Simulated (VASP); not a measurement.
Computed with PBE GGA, VASP's PBE PAW potentials (set 64) (plane waves; VASP).

VASP input:

### KPOINTS
```
Automatic mesh
0
G
6 6 6
```

POSCAR:
```
NaI
1
    0.0000000000     3.2598451955     3.2598451955
    3.2598451955     0.0000000000     3.2598451955
    3.2598451955     3.2598451955     0.0000000000
Na I
1 1
Direct
  0.0000000000   0.0000000000   0.0000000000
  0.5000000000   0.5000000000   0.5000000000
```

### INCAR
```
# general
SYSTEM  = NaI
PREC    = Accurate
ENCUT   = 350   # plane-wave cut-off (eV)
LREAL   = .False.
LASPH   = .True.   # aspherical one-centre terms

# electronic loop
EDIFF   = 1E-6   # SCF stop (eV)
NELM    = 100   # most electronic steps
ALGO    = Normal
LMAXMIX = 4   # l cut-off of mixed one-centre charges

# smearing
ISMEAR  = 0   # Gaussian
SIGMA   = 0.05   # width (eV)

# functional
GGA     = PE   # PBE

# output
LWAVE   = .False.
LCHARG  = .True.
```

POTCAR, in this order: Na_pv I (PBE.64 set). Program: vasp_std.

The resulting files:

### OSZICAR
```
       N       E                     dE             d eps       ncg     rms          rms(c)
DAV:   1     0.658801773034E+02    0.65880E+02   -0.57050E+03   360   0.839E+02
DAV:   2    -0.450874240350E+00   -0.66331E+02   -0.62865E+02   388   0.203E+02
DAV:   3    -0.532908461344E+01   -0.48782E+01   -0.48593E+01   427   0.600E+01
DAV:   4    -0.545638014953E+01   -0.12730E+00   -0.12725E+00   469   0.104E+01
DAV:   5    -0.545856704926E+01   -0.21869E-02   -0.21869E-02   411   0.115E+00    0.161E+00
DAV:   6    -0.539437517021E+01    0.64192E-01   -0.91153E-02   400   0.195E+00    0.113E+00
DAV:   7    -0.538512250942E+01    0.92527E-02   -0.74486E-02   403   0.164E+00    0.599E-01
DAV:   8    -0.538728582255E+01   -0.21633E-02   -0.51536E-03   361   0.683E-01    0.138E-01
DAV:   9    -0.538726083148E+01    0.24991E-04   -0.11481E-04   406   0.116E-01    0.405E-02
DAV:  10    -0.538728146710E+01   -0.20636E-04   -0.39825E-05   397   0.746E-02    0.584E-03
DAV:  11    -0.538728251501E+01   -0.10479E-05   -0.38565E-06   382   0.215E-02    0.210E-03
DAV:  12    -0.538728289033E+01   -0.37533E-06   -0.44219E-07   308   0.617E-03
   1 F= -.53872829E+01 E0= -.53872829E+01  d E =-.659570E-17
```

File OUTCAR:
```
------------------------ aborting loop because EDIFF is reached ----------------------------------------
  FORCE on cell =-STRESS in cart. coord.  units (eV):
  Direction    XX          YY          ZZ          XY          YZ          ZX
  --------------------------------------------------------------------------------------
  Total        0.0040475      0.0040475      0.0040475     -0.0000000      0.0000000      0.0000000
  in kB        0.0936000      0.0936000      0.0936000     -0.0000000      0.0000000      0.0000000
  external PRESSURE =       0.0936000 kB  Pullay stress =       0.0000000 kB
  volume of cell :       69.28
      direct lattice vectors                 reciprocal lattice vectors
     0.000000000  3.259845196  3.259845196    -0.153381517  0.153381517  0.153381517
     3.259845196  0.000000000  3.259845196     0.153381517 -0.153381517  0.153381517
     3.259845196  3.259845196  0.000000000     0.153381517  0.153381517 -0.153381517
  FREE ENERGIE OF THE ION-ELECTRON SYSTEM (eV)
  ---------------------------------------------------
  free  energy   TOTEN  =        -5.3872828903 eV

  energy  without entropy=       -5.3872828903  energy(sigma->0) =       -5.38728289
```
(Selected blocks of OUTCAR.)

The compound is NaI in the rock salt structure. It was relaxed first.
